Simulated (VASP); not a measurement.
# CoSn with PBE: from relaxation to properties, part 3 of 9

Aim: relax CoSn with PBE, compute its properties on that cell and hold them against experiment. The start is a computed cell from the Materials Project.

VASP 6.6.1, plane waves and PAW; the level of theory is named at each step.

So far. Step 3 (Magnetic start: antiferromagnetic within the cell): The energy lies +0.0 meV an atom from the first pattern, and both runs end without moments, so a difference comes from cell, mesh or thresholds alone. The moments fall under 0.1 μB, and the mesh shows no gap. Step 4 (Magnetic start: antiferromagnetic, q = (0, 0, 1/2)): The energy lies +0.0 meV an atom from the first pattern, and both runs end without moments, so a difference comes from cell, mesh or thresholds alone.

**5. Magnetic start: antiferromagnetic, q = (1/2, 1/2, 1/2)**

Level of this step: PBE, spin-polarised from an antiferromagnetic start; plane waves and PAW (Co, Sn_d) (VASP).

Next, a pattern with opposite moments, which needs a doubled cell; q is given in the reciprocal vectors of the primitive cell.

The input, INCAR:

```
SYSTEM = CoSn
PREC = Accurate
ENCUT = 400
EDIFF = 1E-06
NELM = 100
ISMEAR = 1
SIGMA = 0.2
LREAL = .FALSE.
ALGO = Normal
GGA = PE
NBANDS = 91
ISPIN = 2
MAGMOM = 2 -2 2 -2 2 -2 0 0 0 0 0 0
LASPH = .TRUE.
LMAXMIX = 4
LORBIT = 11
LWAVE = .FALSE.
LCHARG = .FALSE.
KPAR = 8
ISIF = 2
```

The input, POSCAR:

```
CoSn
1.0
    2.6230199638      4.5432038466      0.0000000000
    5.2460399276      0.0000000000      4.1875903000
    5.2460399276      0.0000000000     -4.1875903000
Co Sn
6 6
Direct
    0.5000000000      0.7500000000      0.7500000000
    0.5000000000      0.2500000000      0.2500000000
    0.5000000000      0.0000000000      0.0000000000
    0.5000000000      0.5000000000      0.5000000000
    0.0000000000      0.2500000000      0.2500000000
    0.0000000000      0.7500000000      0.7500000000
    0.3333333300      0.4166666700      0.9166666700
    0.3333333300      0.9166666700      0.4166666700
    0.6666666700      0.0833333300      0.5833333300
    0.6666666700      0.5833333300      0.0833333300
    0.0000000000      0.0000000000      0.0000000000
    0.0000000000      0.5000000000      0.5000000000
```

The input, KPOINTS:

```
Automatic mesh
0
Gamma
5 5 5
0 0 0
```

Potentials, in the order of the species: Co and Sn_d (PBE family, release 64).

Run with:

```sh
$ mpirun -np 8 vasp_std
```

What it wrote:

```text
[... set-up lines as in an earlier step ...]
 entering main loop
       N       E                     dE             d eps       ncg     rms          rms(c)
DAV:   1     0.145680385951E+04    0.14568E+04   -0.49781E+04 10036   0.211E+03
DAV:   2     0.213680428691E+03   -0.12431E+04   -0.11937E+04  9828   0.587E+02
DAV:   3    -0.501371161838E+02   -0.26382E+03   -0.24951E+03  9923   0.232E+02
DAV:   4    -0.698786431683E+02   -0.19742E+02   -0.19388E+02 11075   0.727E+01
DAV:   5    -0.704225555580E+02   -0.54391E+00   -0.54291E+00 11511   0.120E+01    0.238E+01
DAV:   6    -0.767695670635E+02   -0.63470E+01   -0.60773E+01 12509   0.561E+01    0.281E+01
DAV:   7    -0.665718267854E+02    0.10198E+02   -0.33343E+01 11073   0.466E+01    0.832E+00
DAV:   8    -0.701057639335E+02   -0.35339E+01   -0.12823E+01 12868   0.357E+01    0.216E+01
DAV:   9    -0.663729805653E+02    0.37328E+01   -0.49381E+00 11188   0.288E+01    0.287E+00
DAV:  10    -0.664030057262E+02   -0.30025E-01   -0.10375E+00 11003   0.513E+00    0.120E+00
DAV:  11    -0.664062675346E+02   -0.32618E-02   -0.63937E-02 10623   0.142E+00    0.726E-01
DAV:  12    -0.664079425582E+02   -0.16750E-02   -0.13108E-02 14307   0.840E-01    0.261E-01
DAV:  13    -0.664084582599E+02   -0.51570E-03   -0.40760E-03 13011   0.463E-01    0.124E-01
DAV:  14    -0.664086248735E+02   -0.16661E-03   -0.84346E-04 10453   0.170E-01    0.642E-02
DAV:  15    -0.664086717303E+02   -0.46857E-04   -0.25266E-04 14320   0.101E-01    0.404E-02
DAV:  16    -0.664086846933E+02   -0.12963E-04   -0.73887E-05 11947   0.455E-02    0.210E-02
DAV:  17    -0.664086871181E+02   -0.24248E-05   -0.20174E-05 10418   0.227E-02    0.106E-02
DAV:  18    -0.664086869557E+02    0.16242E-06   -0.95519E-06  8256   0.189E-02
   1 F= -.66408687E+02 E0= -.66428768E+02  d E =0.602439E-01  mag=    -0.0000
```

Run time: 80 s. Hardware: 8 MPI ranks of Intel Xeon 6975P-C (Granite Rapids), shared host; peak memory 5.1 GiB; 11 min of CPU time.

OUTCAR, selected parts (step 5):

```text
   k-points           NKPTS =     27   k-points in BZ     NKDIM =     27   number of bands    NBANDS=     91

   ENCUT  =  400.0 eV  29.40 Ry    5.42 a.u.   8.55 10.95 10.95*2*pi/ulx,y,z

   NELECT =     138.0000    total number of electrons

 E-fermi :  10.1436

 spin component 1
 k-point     1 :       0.0000    0.0000    0.0000
  band No.  band energies     occupation
    ...
     66       9.7314      1.00653
     67       9.7534      1.00934
     68       9.7551      1.00958
     69       9.7703      1.01200
     70      10.0422      0.87384
     71      10.6032     -0.00272
     72      10.7047     -0.00027
     73      10.8190     -0.00001
     74      11.4607     -0.00000
     75      11.5689     -0.00000
    ...

 k-point     2 :       0.2000    0.0000    0.0000
  band No.  band energies     occupation
    ...
     66       9.7248      1.00583
     67       9.7445      1.00811
     68       9.8379      1.02637
     69      10.0257      0.91535
     70      10.0451      0.86600
     71      10.7363     -0.00011
     72      11.0021     -0.00000
     73      11.2460     -0.00000
     74      11.7870     -0.00000
     75      12.1598     -0.00000
    ...

  Total        4.6149133      4.6100022      4.4209389     -0.0042531      0.0000000      0.0000000
  in kB       37.0412929     37.0018741     35.4843699     -0.0341376      0.0000000      0.0000000
  external PRESSURE =      36.5091790 kB  Pullay stress =       0.0000000 kB

 POSITION                                       TOTAL-FORCE (eV/Angst)
 -----------------------------------------------------------------------------------
      9.18057      2.27160      0.00000         0.000007     -0.000001      0.000000
      3.93453      2.27160      0.00000         0.000007     -0.000001      0.000000
      1.31151      2.27160      0.00000         0.000002      0.000004      0.000000
      6.55755      2.27160      0.00000         0.000002      0.000004      0.000000
      2.62302      0.00000      0.00000        -0.000004      0.000005      0.000000
      7.86906      0.00000      0.00000        -0.000004      0.000005      0.000000
      7.86906      1.51440     -2.09380        -0.000099      0.000047      0.000000
      7.86906      1.51440      2.09380        -0.000099      0.000047      0.000000
      5.24604      3.02880     -2.09380         0.000091     -0.000062      0.000000
      5.24604      3.02880      2.09380         0.000091     -0.000062      0.000000
      0.00000      0.00000      0.00000         0.000004      0.000007      0.000000
      5.24604      0.00000      0.00000         0.000004      0.000007      0.000000
 -----------------------------------------------------------------------------------
    total drift:                               -0.000008     -0.000013      0.000000

  FREE ENERGIE OF THE ION-ELECTRON SYSTEM (eV)
  ---------------------------------------------------
  free  energy   TOTEN  =       -66.4086869557 eV

  energy  without entropy=      -66.4689308918  energy(sigma->0) =      -66.42876827

 magnetization (x)
# of ion       s       p       d       tot
------------------------------------------
    1        0.000   0.000   0.000   0.000
    2       -0.000  -0.000  -0.000  -0.000
    3       -0.000   0.000  -0.000  -0.000
    4        0.000  -0.000   0.000   0.000
    5        0.000   0.000   0.000   0.000
    6       -0.000  -0.000  -0.000  -0.000
    7        0.000   0.000   0.000   0.000
    8        0.000   0.000   0.000   0.000
    9        0.000   0.000   0.000   0.000
   10        0.000   0.000   0.000   0.000
   11       -0.000   0.000  -0.000  -0.000
   12        0.000  -0.000   0.000   0.000
--------------------------------------------------
tot          0.000   0.000   0.000   0.000

[... 15 further parts left out ...]
```

At this level the cell is under a pressure of 3.7 GPa, so at these settings it is away from equilibrium.

This step gave:

| Property | Result |
| --- | --- |
| irreducible k-points | 27 |
| symmetry operations | 4 |
| free energy (TOTEN) | -66.4087 eV |
| energy at zero smearing | -66.4288 eV |
| Fermi energy | 10.14 eV |
| pressure | 3.651 GPa |

The energy lies -6.7 meV an atom from the first pattern, and both runs end without moments, so a difference comes from cell, mesh or thresholds alone. The moments fall under 0.1 μB, and the mesh shows no gap.

**6. Magnetic start: antiferromagnetic, q = (1/2, 1/2, 0)**

Next, a pattern with opposite moments, which needs a doubled cell; q is given in the reciprocal vectors of the primitive cell.

INCAR is that of step 5.

The input, POSCAR:

```
CoSn
1.0
   10.4920798552      0.0000000000      0.0000000000
    2.6230199638      4.5432038466      0.0000000000
    0.0000000000      0.0000000000      4.1875903000
Co Sn
6 6
Direct
    0.7500000000      0.5000000000      0.0000000000
    0.2500000000      0.5000000000      0.0000000000
    0.0000000000      0.5000000000      0.0000000000
    0.5000000000      0.5000000000      0.0000000000
    0.2500000000      0.0000000000      0.0000000000
    0.7500000000      0.0000000000      0.0000000000
    0.1666666700      0.3333333300      0.5000000000
    0.6666666700      0.3333333300      0.5000000000
    0.8333333300      0.6666666700      0.5000000000
    0.3333333300      0.6666666700      0.5000000000
    0.0000000000      0.0000000000      0.0000000000
    0.5000000000      0.0000000000      0.0000000000
```

The input, KPOINTS:

```
Automatic mesh
0
Gamma
5 5 6
0 0 0
```

Run with:

```sh
$ mpirun -np 8 vasp_std
```

What it wrote:

```text
[... set-up lines as in an earlier step ...]
 entering main loop
       N       E                     dE             d eps       ncg     rms          rms(c)
DAV:   1     0.146313171391E+04    0.14631E+04   -0.49784E+04 13475   0.211E+03
DAV:   2     0.215434759199E+03   -0.12477E+04   -0.11970E+04 13104   0.589E+02
DAV:   3    -0.498936602929E+02   -0.26533E+03   -0.25096E+03 13206   0.233E+02
DAV:   4    -0.696858006094E+02   -0.19792E+02   -0.19445E+02 14739   0.728E+01
DAV:   5    -0.702327350284E+02   -0.54693E+00   -0.54587E+00 15322   0.120E+01    0.242E+01
DAV:   6    -0.767033768113E+02   -0.64706E+01   -0.58083E+01 16965   0.559E+01    0.281E+01
DAV:   7    -0.667156613569E+02    0.99877E+01   -0.34120E+01 14763   0.509E+01    0.111E+01
DAV:   8    -0.724253080569E+02   -0.57096E+01   -0.19226E+01 16769   0.453E+01    0.272E+01
DAV:   9    -0.662548839234E+02    0.61704E+01   -0.67723E+00 15318   0.323E+01    0.341E+00
DAV:  10    -0.663334432686E+02   -0.78559E-01   -0.13675E+00 14345   0.550E+00    0.181E+00
DAV:  11    -0.663363415693E+02   -0.28983E-02   -0.11898E-01 14731   0.304E+00    0.143E+00
DAV:  12    -0.663367669121E+02   -0.42534E-03   -0.28223E-02 16399   0.170E+00    0.446E-01
DAV:  13    -0.663385197324E+02   -0.17528E-02   -0.10160E-02 15086   0.642E-01    0.228E-01
DAV:  14    -0.663389836937E+02   -0.46396E-03   -0.21404E-03 15980   0.278E-01    0.136E-01
DAV:  15    -0.663392476385E+02   -0.26394E-03   -0.11088E-03 18191   0.211E-01    0.807E-02
DAV:  16    -0.663393320721E+02   -0.84434E-04   -0.25941E-04 17389   0.977E-02    0.525E-02
DAV:  17    -0.663393652579E+02   -0.33186E-04   -0.12561E-04 18593   0.643E-02    0.275E-02
DAV:  18    -0.663393763774E+02   -0.11119E-04   -0.80785E-05 17139   0.494E-02    0.156E-02
DAV:  19    -0.663393793362E+02   -0.29588E-05   -0.26454E-05 15012   0.276E-02    0.637E-03
DAV:  20    -0.663393802915E+02   -0.95527E-06   -0.61332E-06 11383   0.121E-02
   1 F= -.66339380E+02 E0= -.66347402E+02  d E =0.240643E-01  mag=     0.0000
```

Wall time 1.8 min (8 MPI ranks); peak memory 5.8 GiB; 14 min of CPU time.

From OUTCAR (step 6):

```text
   k-points           NKPTS =     36   k-points in BZ     NKDIM =     36   number of bands    NBANDS=     91

   ENCUT  =  400.0 eV  29.40 Ry    5.42 a.u.  17.11  8.55  6.83*2*pi/ulx,y,z

   NELECT =     138.0000    total number of electrons

 E-fermi :  10.1395

 spin component 1
 k-point     1 :       0.0000    0.0000    0.0000
  band No.  band energies     occupation
    ...
     63       9.7235      1.00611
     64       9.7381      1.00781
     65       9.7444      1.00864
     66       9.7513      1.00962
     67       9.7534      1.00994
     68      10.6984     -0.00028
     69      10.8102     -0.00001
     70      10.9081     -0.00000
     71      11.1976     -0.00000
     72      11.5671     -0.00000
    ...

 k-point     2 :       0.2000   -0.0000    0.0000
  band No.  band energies     occupation
    ...
     63       9.7384      1.00785
     64       9.7477      1.00910
     65       9.7598      1.01094
     66       9.7816      1.01484
     67       9.8174      1.02256
     68      10.6991     -0.00028
     69      10.8413     -0.00000
     70      10.8854     -0.00000
     71      10.9684     -0.00000
     72      11.6118     -0.00000
    ...

  Total        4.6032679      4.6173338      4.8247253      0.0121814      0.0000000     -0.0000000
  in kB       36.9478216     37.0607207     38.7253344      0.0977735      0.0000000     -0.0000000
  external PRESSURE =      37.5779589 kB  Pullay stress =       0.0000000 kB

 POSITION                                       TOTAL-FORCE (eV/Angst)
 -----------------------------------------------------------------------------------
      9.18057      2.27160      0.00000         0.000004      0.000002     -0.000000
      3.93453      2.27160      0.00000         0.000004      0.000002     -0.000000
      1.31151      2.27160      0.00000        -0.000000     -0.000001     -0.000000
      6.55755      2.27160      0.00000        -0.000000     -0.000001     -0.000000
      2.62302      0.00000      0.00000        -0.000000      0.000005     -0.000000
      7.86906      0.00000      0.00000        -0.000000      0.000005     -0.000000
      2.62302      1.51440      2.09380        -0.000252      0.000141      0.000000
      7.86906      1.51440      2.09380        -0.000252      0.000141      0.000000
     10.49208      3.02880      2.09380         0.000248     -0.000148     -0.000000
      5.24604      3.02880      2.09380         0.000248     -0.000148     -0.000000
      0.00000      0.00000      0.00000         0.000000      0.000000     -0.000000
      5.24604      0.00000      0.00000         0.000000      0.000000     -0.000000
 -----------------------------------------------------------------------------------
    total drift:                               -0.000004     -0.000006     -0.000000

  FREE ENERGIE OF THE ION-ELECTRON SYSTEM (eV)
  ---------------------------------------------------
  free  energy   TOTEN  =       -66.3393802915 eV

  energy  without entropy=      -66.3634446173  energy(sigma->0) =      -66.34740173

 magnetization (x)
# of ion       s       p       d       tot
------------------------------------------
    1       -0.000  -0.000  -0.000  -0.000
    2        0.000   0.000   0.000   0.000
    3        0.000   0.000   0.000   0.000
    4       -0.000  -0.000  -0.000  -0.000
    5       -0.000  -0.000  -0.000  -0.000
    6        0.000   0.000   0.000   0.000
    7       -0.000  -0.000  -0.000  -0.000
    8        0.000   0.000   0.000   0.000
    9       -0.000  -0.000  -0.000  -0.000
   10        0.000   0.000   0.000   0.000
   11       -0.000  -0.000  -0.000  -0.000
   12        0.000   0.000   0.000   0.000
--------------------------------------------------
tot          0.000   0.000   0.000   0.000

[... 1 part as in an earlier step ...]

[... 14 further parts left out ...]
```

Numbers from this step:

```
SCF cycles              : 20
irreducible k-points    : 36
free energy (TOTEN)     : -66.3394 eV
energy at zero smearing : -66.3474 eV
pressure                : 3.758 GPa
```

The energy lies +0.1 meV an atom from the first pattern, and both runs end without moments, so a difference comes from cell, mesh or thresholds alone. The moments fall under 0.1 μB, and the mesh shows no gap.

**7. The orders side by side**

This step: collinear orders at PBE; plane waves and PAW (VASP 6.6.1).

No new run; the numbers come from the runs before.

Patterns, by row:

| start | atoms | energy less that of the first (meV/atom) | largest site moment (μB) | end state |
| --- | --- | --- | --- | --- |
| ferromagnetic | 6 | 0 | 0 | non-magnetic |
| antiferromagnetic within the cell | 6 | 0 | 0 | non-magnetic |
| antiferromagnetic, q = (0, 0, 1/2) | 12 | 0 | 0 | non-magnetic |
| antiferromagnetic, q = (1/2, 1/2, 1/2) | 12 | -6.7 | 0 | non-magnetic |
| antiferromagnetic, q = (1/2, 1/2, 0) | 12 | 0.1 | 0 | non-magnetic |

All patterns lost their moments. Runs that ended non-magnetic differ by up to 6.8 meV an atom among themselves, which can come from the unlike meshes of the cells or from a run that isn't fully settled. The session goes on with moments started at or near zero.

(Continued in part 4 of 9.)

[Lines on the potential files, build, host, timing and source positions are cut from VASP's logs without a mark.]

[Logs are printed without paths, hosts, clocks, repeated set-up lines and the standing remarks that a program may print on its own settings, such as how far it seeks lower states.]

[Hosts, paths, dates, database ids (printed as entryN), source tags and the programs' standing remarks are cut or masked in the printed files.]

[A measured line is paired with the nearest computed mode of its activity, which favours agreement.]

[In band tables of VASP the shares of atoms and orbitals are scaled to a sum of 1 inside the atoms' spheres.]
